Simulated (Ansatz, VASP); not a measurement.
# Cross-check of BAs between VASP and Ansatz

Aim: how closely do two programs agree when they are given the same cell, functional and k mesh? The cell is taken from a series of runs on this material, whose earlier steps may have relaxed, scaled, displaced or heated it; both programs get it as it stands.

Program: Ansatz 0.2.0. Level of theory: plane waves, with VASP 6.6.1 beside it; zone-centre phonons at PBE. Results are calculated unless marked as measured.

## Step 1: The starting structure

The structure is cubic, space group F-43m (No. 216). The conventional cell has a = 4.809 Å, b = 4.809 Å, c = 4.809 Å, α = 90.00°, β = 90.00°, γ = 90.00°. B has 4 As at 2.08 Å nearest. As has 4 B at 2.08 Å nearest. Farther neighbours are not listed.

## Step 2: VASP: zone-centre phonons, PBE

Second derivatives magnify differences that forces hide, and they need a tight electronic threshold.

Lines of VASP's logs that name or quote its potential files are left out, and so is its time.

The input, INCAR:

```
SYSTEM = BAs
PREC = Accurate
ENCUT = 500
EDIFF = 1E-08
NELM = 120
ISMEAR = 0
SIGMA = 0.01
LREAL = .FALSE.
ALGO = Normal
GGA = PE
NBANDS = 10
LORBIT = 11
LWAVE = .FALSE.
LCHARG = .FALSE.
ISIF = 2
IBRION = 8
LEPSILON = .TRUE.
LASPH = .TRUE.
GGA_COMPAT = .FALSE.
EFERMI = MIDGAP
```

The input, POSCAR:

```
BAs
1.0
    0.0000000000      2.4046640114      2.4046640114
    2.4046640114      0.0000000000      2.4046640114
    2.4046640114      2.4046640114      0.0000000000
B As
1 1
Direct
    0.0000000000      0.0000000000      0.0000000000
    0.7500000000      0.7500000000      0.7500000000
```

The input, KPOINTS:

```
Automatic mesh
0
Gamma
12 12 12
0 0 0
```

Potentials, in the order of the species: B and As (PBE family, release 64).

The run is started by

```console
$ export OMP_NUM_THREADS=3
$ mpirun -np 1 vasp_std
```

Numbers of over 12 decimals in the logs are rounded to 6 here.

Output:

```text
[banner, memory and clock lines left out]
running    1 mpi-ranks, on    1 nodes
 distrk:  each k-point on    1 cores,    1 groups
 distr:  one band on    1 cores,    1 groups
 Offloading initialized ...    1 GPUs detected
 POSCAR found type information on POSCAR B As
 POSCAR found :  2 types and       2 ions
 LDA part: xc-table for (Slater+PW92), standard interpolation
 POSCAR, INCAR and KPOINTS ok, starting setup
 FFT: planning ... GRIDC
 FFT: planning ... GRID_SOFT
 FFT: planning ... GRID
 WAVECAR not read
 entering main loop
       N       E                     dE             d eps       ncg     rms          rms(c)
DAV:   1     0.124162609355E+02    0.12416E+02   -0.37529E+03  1448   0.686E+02
DAV:   2    -0.113307344713E+02   -0.23747E+02   -0.22689E+02  1972   0.107E+02
DAV:   3    -0.120121436982E+02   -0.68141E+00   -0.68005E+00  1738   0.175E+01
DAV:   4    -0.120140213276E+02   -0.18776E-02   -0.18775E-02  1770   0.102E+00
DAV:   5    -0.120140238282E+02   -0.25006E-05   -0.25006E-05  1712   0.368E-02    0.479E+00
DAV:   6    -0.114743386083E+02    0.53969E+00   -0.15820E+00  1544   0.545E+00    0.234E+00
DAV:   7    -0.114195385922E+02    0.54800E-01   -0.18060E-01  1748   0.224E+00    0.963E-01
DAV:   8    -0.114130198890E+02    0.65187E-02   -0.20379E-02  1582   0.858E-01    0.990E-02
DAV:   9    -0.114133277591E+02   -0.30787E-03   -0.73702E-04  1646   0.169E-01    0.565E-02
DAV:  10    -0.114134928160E+02   -0.16506E-03   -0.22030E-04  1558   0.956E-02    0.130E-02
DAV:  11    -0.114134984310E+02   -0.56150E-05   -0.60630E-06  1840   0.176E-02    0.109E-02
DAV:  12    -0.114134984944E+02   -0.63347E-07   -0.28313E-06  1584   0.984E-03    0.327E-03
DAV:  13    -0.114134985436E+02   -0.49204E-07   -0.83905E-08  1758   0.202E-03    0.113E-03
DAV:  14    -0.114134986614E+02   -0.11782E-06   -0.16480E-08  1574   0.880E-04    0.114E-04
DAV:  15    -0.114134986663E+02   -0.49436E-08   -0.38638E-10   916   0.155E-04
   1 F= -.11413499E+02 E0= -.11413499E+02  d E =0.000000E+00
 Linear response reoptimize wavefunctions to high precision
DAV:   1    -0.114134986570E+02    0.93793E-08   -0.10385E-10  1016   0.588E-05
DAV:   2    -0.114134986570E+02   -0.40146E-12   -0.41297E-12   860   0.149E-05
 Linear response G [H, r] |phi>, progress :
  Direction:   1
       N       E                     dE             d eps       ncg     rms
RMM:   1    -0.474872560180E+02   -0.47487E+02   -0.56412E+01  3646   0.462E+01
RMM:   2    -0.364684545084E+02    0.11019E+02   -0.29350E+00  2379   0.113E+01
RMM:   3    -0.364782607581E+02   -0.98062E-02   -0.11497E-02  2487   0.927E-01
RMM:   4    -0.364795057766E+02   -0.12450E-02    0.11642E-03  2555   0.105E-01
RMM:   5    -0.364796381952E+02   -0.13242E-03    0.14301E-04  2552   0.125E-02
RMM:   6    -0.364796515139E+02   -0.13319E-04    0.15208E-05  2557   0.192E-03
RMM:   7    -0.364796529135E+02   -0.13995E-05    0.17720E-06  2328   0.446E-04
RMM:   8    -0.364796530794E+02   -0.16598E-06   -0.42945E-07  2098   0.264E-04
RMM:   9    -0.364796530795E+02   -0.95447E-10   -0.56331E-07  1910   0.244E-04
RMM:  10    -0.364796530784E+02    0.11886E-08   -0.11947E-06  1669   0.244E-04
RMM:  11    -0.364796530810E+02   -0.26902E-08   -0.24058E-06  1481   0.244E-04
 Linear response G [H, r] |phi>, progress :
  Direction:   2
       N       E                     dE             d eps       ncg     rms
RMM:   1    -0.468682005665E+02   -0.46868E+02   -0.82285E+01  3645   0.440E+01
RMM:   2    -0.381793646581E+02    0.86888E+01   -0.19585E+00  2362   0.984E+00
RMM:   3    -0.381986711051E+02   -0.19306E-01   -0.94262E-04  2508   0.754E-01
RMM:   4    -0.382000385731E+02   -0.13675E-02    0.11921E-03  2545   0.845E-02
RMM:   5    -0.382001660102E+02   -0.12744E-03    0.13970E-04  2569   0.102E-02
RMM:   6    -0.382001788831E+02   -0.12873E-04    0.14802E-05  2546   0.162E-03
RMM:   7    -0.382001802392E+02   -0.13561E-05    0.13604E-06  2299   0.408E-04
RMM:   8    -0.382001803910E+02   -0.15177E-06   -0.92449E-08  2084   0.258E-04
RMM:   9    -0.382001803909E+02    0.65782E-10    0.25525E-08  1965   0.242E-04
 Linear response G [H, r] |phi>, progress :
  Direction:   3
       N       E                     dE             d eps       ncg     rms
RMM:   1    -0.255507809231E+02   -0.25551E+02    0.11735E+02  3466   0.431E+01
RMM:   2    -0.222642059364E+02    0.32866E+01   -0.24547E+00  2341   0.994E+00
RMM:   3    -0.222604264538E+02    0.37795E-02   -0.31823E-02  2485   0.924E-01
RMM:   4    -0.222601122584E+02    0.31420E-03   -0.42807E-04  2543   0.107E-01
RMM:   5    -0.222601042416E+02    0.80169E-05   -0.14776E-05  2520   0.135E-02
RMM:   6    -0.222601036249E+02    0.61661E-06   -0.11836E-06  2521   0.193E-03
RMM:   7    -0.222601035538E+02    0.71107E-07   -0.63602E-07  2270   0.365E-04
RMM:   8    -0.222601035769E+02   -0.23059E-07   -0.89755E-08  2033   0.154E-04
RMM:   9    -0.222601035762E+02    0.71049E-09   -0.12389E-07  1808   0.131E-04
RMM:  10    -0.222601035762E+02   -0.15781E-10   -0.24226E-07  1596   0.131E-04
RMM:  11    -0.222601035768E+02   -0.59514E-09   -0.17512E-07  1427   0.131E-04
RMM:  12    -0.222601035775E+02   -0.69226E-09   -0.23402E-07  1238   0.131E-04
 Linear response to external field (no local field effect), progress :
  Direction:   1
       N       E                     dE             d eps       ncg     rms          rms(c)
[...]
Linear response to external field, progress :
  Direction:   1
       N       E                     dE             d eps       ncg     rms          rms(c)
RMM:   1    -0.687098489034E+00   -0.68710E+00   -0.31301E+00 12646   0.303E+00
RMM:   2    -0.705332869954E+00   -0.18234E-01   -0.72379E-03  9255   0.418E-01    0.128E+00
RMM:   3    -0.697343903895E+00    0.79890E-02   -0.58458E-03  9441   0.453E-01    0.754E-01
RMM:   4    -0.732662034854E+00   -0.35318E-01   -0.86662E-03  9256   0.578E-01    0.840E-02
RMM:   5    -0.738527973354E+00   -0.58659E-02   -0.19981E-04  9446   0.943E-02    0.124E-02
RMM:   6    -0.738858609907E+00   -0.33064E-03   -0.33538E-06  9714   0.132E-02    0.631E-03
RMM:   7    -0.739132095897E+00   -0.27349E-03   -0.23359E-06  9446   0.114E-02    0.529E-04
RMM:   8    -0.739139886283E+00   -0.77904E-05   -0.28204E-08 10001   0.802E-04    0.163E-04
RMM:   9    -0.739138486869E+00    0.13994E-05   -0.82917E-09  9248   0.335E-04    0.414E-05
RMM:  10    -0.739138928184E+00   -0.44131E-06   -0.68756E-09  8649   0.101E-04    0.514E-06
 change of polarisation eV/A/(eV/A) component  1 :     1.365     0.355     0.218
 dielectric tensor                  component  1 :     9.879     2.309     1.421
 Linear response to external field, progress :
  Direction:   2
       N       E                     dE             d eps       ncg     rms          rms(c)
RMM:   1    -0.687182755829E+00   -0.68718E+00   -0.31310E+00 12643   0.303E+00
RMM:   2    -0.705333609016E+00   -0.18151E-01   -0.71821E-03  9257   0.417E-01    0.128E+00
RMM:   3    -0.697343647524E+00    0.79900E-02   -0.58510E-03  9437   0.453E-01    0.754E-01
RMM:   4    -0.732661636433E+00   -0.35318E-01   -0.86724E-03  9254   0.578E-01    0.840E-02
RMM:   5    -0.738528019020E+00   -0.58664E-02   -0.20012E-04  9448   0.943E-02    0.124E-02
RMM:   6    -0.738858764177E+00   -0.33075E-03   -0.33827E-06  9715   0.132E-02    0.631E-03
RMM:   7    -0.739132145972E+00   -0.27338E-03   -0.23308E-06  9441   0.114E-02    0.529E-04
RMM:   8    -0.739139931428E+00   -0.77855E-05   -0.14828E-08 10018   0.801E-04    0.163E-04
RMM:   9    -0.739138534640E+00    0.13968E-05    0.43491E-09  9223   0.336E-04    0.416E-05
RMM:  10    -0.739138978715E+00   -0.44408E-06    0.47317E-09  8676   0.993E-05    0.531E-06
 change of polarisation eV/A/(eV/A) component  2 :     0.295     1.365     0.215
 dielectric tensor                  component  2 :     1.922     9.879     1.399
 Linear response to external field, progress :
  Direction:   3
       N       E                     dE             d eps       ncg     rms          rms(c)
RMM:   1    -0.687229945750E+00   -0.68723E+00   -0.31314E+00 12647   0.303E+00
RMM:   2    -0.705333590965E+00   -0.18104E-01   -0.71802E-03  9254   0.418E-01    0.128E+00
RMM:   3    -0.697343933962E+00    0.79897E-02   -0.58427E-03  9441   0.453E-01    0.754E-01
RMM:   4    -0.732662616593E+00   -0.35319E-01   -0.86645E-03  9256   0.578E-01    0.840E-02
RMM:   5    -0.738528008513E+00   -0.58654E-02   -0.19989E-04  9448   0.943E-02    0.124E-02
RMM:   6    -0.738858555755E+00   -0.33055E-03   -0.33352E-06  9710   0.132E-02    0.632E-03
RMM:   7    -0.739132095579E+00   -0.27354E-03   -0.23267E-06  9444   0.114E-02    0.529E-04
RMM:   8    -0.739139900508E+00   -0.78049E-05   -0.27378E-08 10022   0.802E-04    0.163E-04
RMM:   9    -0.739138502868E+00    0.13976E-05   -0.94174E-09  9224   0.336E-04    0.417E-05
RMM:  10    -0.739138946227E+00   -0.44336E-06   -0.60977E-09  8671   0.988E-05    0.537E-06
 change of polarisation eV/A/(eV/A) component  3 :     0.244     0.330     1.365
 dielectric tensor                  component  3 :     1.585     2.147     9.879
 Linear response DOF=            2
 Linear response progress:
  Degree of freedom:   1/  2
       N       E                     dE             d eps       ncg     rms          rms(c)
RMM:   1    -0.427779600997E-01   -0.42778E-01    0.33838E-03 13174   0.108E+00
RMM:   2    -0.399853960328E-01    0.27926E-02   -0.92301E-04  8782   0.215E-01    0.928E-02
RMM:   3    -0.400680017671E-01   -0.82606E-04   -0.40408E-05  9280   0.608E-02    0.497E-02
RMM:   4    -0.403358959774E-01   -0.26789E-03   -0.56204E-05  9042   0.581E-02    0.793E-03
RMM:   5    -0.403102925546E-01    0.25603E-04    0.29187E-06  9532   0.924E-03    0.693E-04
RMM:   6    -0.403080762002E-01    0.22164E-05    0.38676E-08  9564   0.851E-04    0.332E-04
RMM:   7    -0.403074649439E-01    0.61126E-06   -0.76497E-08  9606   0.410E-04    0.517E-05
RMM:   8    -0.403076713976E-01   -0.20645E-06   -0.26591E-07  9780   0.948E-05    0.166E-05
RMM:   9    -0.403076340294E-01    0.37368E-07   -0.26575E-07  9969   0.370E-05    0.465E-06
RMM:  10    -0.403076392405E-01   -0.52111E-08   -0.27501E-07  9749   0.175E-05    0.541E-07
RMM:  11    -0.403076429000E-01   -0.36595E-08   -0.28598E-07  7947   0.107E-05    0.151E-07
RMM:  12    -0.403076425170E-01    0.38295E-09   -0.27887E-07  5942   0.107E-05    0.439E-08
 first order change of Fermi-energy   0.24599E+01
 force on displaced ion       1 direction 1 : -16.159  -0.000  -0.000
 Born effective charge ion    1 direction 1 :  -0.475   0.000   0.000
 Linear response progress:
  Degree of freedom:   2/  2
       N       E                     dE             d eps       ncg     rms          rms(c)
RMM:   1    -0.389406712684E-01   -0.38941E-01    0.33131E-02 13421   0.114E+00
RMM:   2    -0.369318034229E-01    0.20089E-02   -0.14766E-03  8911   0.213E-01    0.934E-02
RMM:   3    -0.367576061182E-01    0.17420E-03   -0.13007E-04  9512   0.293E-02    0.556E-02
RMM:   4    -0.367619975579E-01   -0.43914E-05   -0.11084E-04  9290   0.365E-02    0.358E-03
RMM:   5    -0.367537131048E-01    0.82845E-05   -0.95811E-06  9725   0.372E-03    0.852E-04
RMM:   6    -0.367502087143E-01    0.35044E-05   -0.73125E-07  9572   0.103E-03    0.230E-04
RMM:   7    -0.367479010179E-01    0.23077E-05   -0.32471E-07  9807   0.379E-04    0.348E-05
RMM:   8    -0.367478330141E-01    0.68004E-07   -0.93028E-08 10038   0.437E-05    0.243E-05
RMM:   9    -0.367479694777E-01   -0.13646E-06   -0.95645E-08  9881   0.425E-05    0.295E-06
RMM:  10    -0.367479537669E-01    0.15711E-07   -0.62594E-08  9475   0.994E-06    0.164E-06
RMM:  11    -0.367479525458E-01    0.12211E-08   -0.54182E-08  8570   0.944E-06    0.283E-07
 first order change of Fermi-energy  -0.24597E+01
 force on displaced ion       2 direction 1 : -16.155  -0.000  -0.000
 Born effective charge ion    2 direction 1 :   0.469   0.000   0.000
 Born effective charges drift removed
 Linear response finished
```

Parts of OUTCAR (step 2):

```text
ion  position               nearest neighbor table
   1  0.000  0.000  0.000-   2 2.08   2 2.08   2 2.08   2 2.08
   2  0.750  0.750  0.750-   1 2.08   1 2.08   1 2.08   1 2.08

  LATTYP: Found a face centered cubic cell.
 ALAT       =     4.8093280228

 Subroutine GETGRP returns: Found 24 space group operations
 (whereof 24 operations were pure point group operations)

The static configuration has the point symmetry T_d .

 Found     72 irreducible k-points:

   k-points           NKPTS =     72   k-points in BZ     NKDIM =     72   number of bands    NBANDS=     10

   dimension x,y,z NGX =    28 NGY =   28 NGZ =   28
   dimension x,y,z NGXF=    56 NGYF=   56 NGZF=   56

   ENCUT  =  500.0 eV  36.75 Ry    6.06 a.u.   6.20  6.20  6.20*2*pi/ulx,y,z

   NELECT =       8.0000    total number of electrons

 k-points in reciprocal lattice and weights: Automatic mesh
   0.00000000  0.00000000  0.00000000       0.001
   0.08333333  0.00000000  0.00000000       0.005
   0.16666667  0.00000000  0.00000000       0.005
   0.25000000  0.00000000  0.00000000       0.005
   0.33333333  0.00000000  0.00000000       0.005
   0.41666667  0.00000000  0.00000000       0.005
   0.50000000  0.00000000  0.00000000       0.002
   0.08333333  0.08333333  0.00000000       0.003
   0.16666667  0.08333333  0.00000000       0.014
[...]
-0.33333333  0.50000000  0.16666667       0.007
  -0.25000000  0.50000000  0.25000000       0.003

 average (electrostatic) potential at core
       1 -27.0381       2 -48.9718

  Total        0.1042651      0.1042651      0.1042651      0.0000000      0.0000000      0.0000000
  in kB        6.0069801      6.0069801      6.0069801      0.0000000      0.0000000      0.0000000
  external PRESSURE =       6.0069801 kB  Pullay stress =       0.0000000 kB

  energy-cutoff  :      500.00
  volume of cell :       27.81
      direct lattice vectors                 reciprocal lattice vectors
     0.000000000  2.404664011  2.404664011    -0.207929256  0.207929256  0.207929256
     2.404664011  0.000000000  2.404664011     0.207929256 -0.207929256  0.207929256
     2.404664011  2.404664011  0.000000000     0.207929256  0.207929256 -0.207929256

 POSITION                                       TOTAL-FORCE (eV/Angst)
 -----------------------------------------------------------------------------------
      0.00000      0.00000      0.00000         0.000000     -0.000000      0.000000
      3.60700      3.60700      3.60700        -0.000000      0.000000     -0.000000
 -----------------------------------------------------------------------------------
    total drift:                                0.000000      0.000000      0.000000

 MACROSCOPIC STATIC DIELECTRIC TENSOR (including local field effects in DFT)
 ------------------------------------------------------
           9.878830    -0.000000     0.000000
          -0.000000     9.878830     0.000000
           0.000000    -0.000000     9.878830
 ------------------------------------------------------

 PIEZOELECTRIC TENSOR (including local field effects)  for field in x, y, z        (C/m^2)
          XX          YY          ZZ          XY          YZ          ZX
  --------------------------------------------------------------------------------
  x     0.00000    -0.00000     0.00000     0.00000    -0.06595     0.00000
  y    -0.00000    -0.00000     0.00000     0.00000     0.00000    -0.06595
  z     0.00000    -0.00000    -0.00000    -0.06595     0.00000     0.00000

 BORN EFFECTIVE CHARGES (including local field effects) (in |e|, cummulative output)
 ---------------------------------------------------------------------------------
 ion    1
    1    -0.46982     0.00000    -0.00000
    2     0.00000    -0.46982     0.00000
    3    -0.00000     0.00000    -0.46982
 ion    2
    1     0.46982    -0.00000     0.00000
    2    -0.00000     0.46982     0.00000
    3     0.00000     0.00000     0.46982

 Eigenvectors and eigenvalues of the dynamical matrix
 ----------------------------------------------------

   1 f  =   20.445022 THz   128.459865 2PiTHz  681.972542 cm-1    84.553781 meV
             X         Y         Z           dx          dy          dz
      0.000000  0.000000  0.000000     0.000000    0.934842    0.000000
      3.606996  3.606996  3.606996     0.000000   -0.355064    0.000000

   2 f  =   20.445022 THz   128.459865 2PiTHz  681.972542 cm-1    84.553781 meV
             X         Y         Z           dx          dy          dz
      0.000000  0.000000  0.000000     0.934842    0.000000   -0.000000
      3.606996  3.606996  3.606996    -0.355064   -0.000000   -0.000000

   3 f  =   20.445022 THz   128.459865 2PiTHz  681.972542 cm-1    84.553781 meV
             X         Y         Z           dx          dy          dz
      0.000000  0.000000  0.000000     0.000000    0.000000    0.934842
      3.606996  3.606996  3.606996     0.000000   -0.000000   -0.355064

   4 f/i=    0.000933 THz     0.005860 2PiTHz    0.031110 cm-1     0.003857 meV
             X         Y         Z           dx          dy          dz
      0.000000  0.000000  0.000000    -0.000000   -0.355064   -0.000000
      3.606996  3.606996  3.606996    -0.000000   -0.934842   -0.000000

   5 f/i=    0.000933 THz     0.005860 2PiTHz    0.031110 cm-1     0.003857 meV
             X         Y         Z           dx          dy          dz
      0.000000  0.000000  0.000000    -0.355064   -0.000000    0.000000
      3.606996  3.606996  3.606996    -0.934842    0.000000    0.000000

   6 f/i=    0.000933 THz     0.005860 2PiTHz    0.031110 cm-1     0.003857 meV
             X         Y         Z           dx          dy          dz
      0.000000  0.000000  0.000000    -0.000000   -0.000000   -0.355064
      3.606996  3.606996  3.606996    -0.000000    0.000000   -0.934842

 MACROSCOPIC STATIC DIELECTRIC TENSOR IONIC CONTRIBUTION
 ------------------------------------------------------
           0.088896    -0.000000     0.000000
          -0.000000     0.088896    -0.000000
           0.000000    -0.000000     0.088896
 ------------------------------------------------------

 ELASTIC MODULI CONTR FROM IONIC RELAXATION (kBar)
 Direction    XX          YY          ZZ          XY          YZ          ZX
 --------------------------------------------------------------------------------
 XX          -0.0000     -0.0000     -0.0000      0.0000      0.0000     -0.0000
 YY          -0.0000     -0.0000     -0.0000      0.0000      0.0000      0.0000
 ZZ          -0.0000     -0.0000     -0.0000      0.0000      0.0000     -0.0000
 XY           0.0000      0.0000      0.0000   -153.3122      0.0000      0.0000
 YZ           0.0000      0.0000      0.0000      0.0000   -153.3122      0.0000
 ZX          -0.0000      0.0000     -0.0000      0.0000      0.0000   -153.3122
 --------------------------------------------------------------------------------

 PIEZOELECTRIC TENSOR IONIC CONTR  for field in x, y, z        (C/m^2)
          XX          YY          ZZ          XY          YZ          ZX
  --------------------------------------------------------------------------------
  x    -0.00000    -0.00000    -0.00000     0.00000     0.10985    -0.00000
  y     0.00000    -0.00000     0.00000     0.00000    -0.00000     0.10985
  z    -0.00000    -0.00000    -0.00000     0.10985     0.00000     0.00000
```

Energies printed during the response cycles are not total energies of the cell.

[end of part 1 of 2]

[Lines on the potential files, build, host, timing and source positions are cut from VASP's logs without a mark.]

[Logs are printed without paths, hosts, clocks, repeated set-up lines and the standing remarks that a program may print on its own settings, such as how far it seeks lower states.]

[Hosts, paths, dates, database ids (printed as entryN), source tags and the programs' standing remarks are cut or masked in the printed files.]
